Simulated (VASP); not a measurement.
A convergence study with VASP on PIr2 (space group Imm2): a few settings are varied, all else stays as given below, so the limit is that of these other settings. The cell's lengths are 1 % over those of the tabulated start and one atom is moved, so it is off equilibrium.

```yaml
crystal:
  lattice:
    - [0.00000, 2.80653, 2.80653]
    - [2.80653, 0.00000, 2.80653]
    - [2.80653, 2.80653, 0.00000]
  atoms:
    - { symbol: P, position: [0.00000, 0.00000, 0.00000] }
    - { symbol: Ir, position: [0.25000, 0.25000, 0.25000] }
    - { symbol: Ir, position: [0.73920, 0.76080, 0.76080] }
```

All values below come from PBEsol GGA, VASP's PBE PAW potentials (set 64) (plane waves; VASP 6.6.1). The last row used: LREAL = Auto, 600 eV cut-off, 8×8×8 Γ-centred mesh, first-order Methfessel-Paxton smearing of 0.10 eV, potentials P Ir.

```csv
setting,E (eV/atom),pressure (GPa),largest force (eV/Å),plane waves
"ENCUT = 300, LREAL = .FALSE., PREC = Normal",-8.8728,-11.27,0.780,544
"ENCUT = 400, LREAL = .FALSE., PREC = Normal",-8.8761,-10.47,0.784,821
"ENCUT = 500, LREAL = .FALSE., PREC = Normal",-8.8762,-10.54,0.785,1139
"ENCUT = 600, LREAL = .FALSE., PREC = Normal",-8.8764,-10.47,0.785,1490
"ENCUT = 300, LREAL = .FALSE., PREC = Accurate",-8.8728,-11.27,0.780,544
"ENCUT = 400, LREAL = .FALSE., PREC = Accurate",-8.8761,-10.47,0.784,821
"ENCUT = 500, LREAL = .FALSE., PREC = Accurate",-8.8762,-10.54,0.785,1139
"ENCUT = 600, LREAL = .FALSE., PREC = Accurate",-8.8764,-10.47,0.785,1490
"ENCUT = 300, LREAL = Auto, PREC = Normal",-8.8730,-11.31,0.779,544
"ENCUT = 400, LREAL = Auto, PREC = Normal",-8.8762,-10.53,0.784,821
"ENCUT = 500, LREAL = Auto, PREC = Normal",-8.8767,-10.54,0.787,1139
"ENCUT = 600, LREAL = Auto, PREC = Normal",-8.8770,-10.39,0.786,1490
"ENCUT = 300, LREAL = Auto, PREC = Accurate",-8.8733,-11.28,0.780,544
"ENCUT = 400, LREAL = Auto, PREC = Accurate",-8.8765,-10.48,0.786,821
"ENCUT = 500, LREAL = Auto, PREC = Accurate",-8.8764,-10.50,0.785,1139
"ENCUT = 600, LREAL = Auto, PREC = Accurate",-8.8772,-10.49,0.788,1490
```

Left out are rungs that failed or repeat a setting and relaxations that didn't move; long series are thinned to 24 rows.

The structure comes from a computed database's PIr2 entry (space group no. 225); how it stands against other phases isn't given here. The cell was not relaxed at this level, it is distorted from the ideal structure. The electron count is odd and the run is not spin-polarised, which forces a metal.
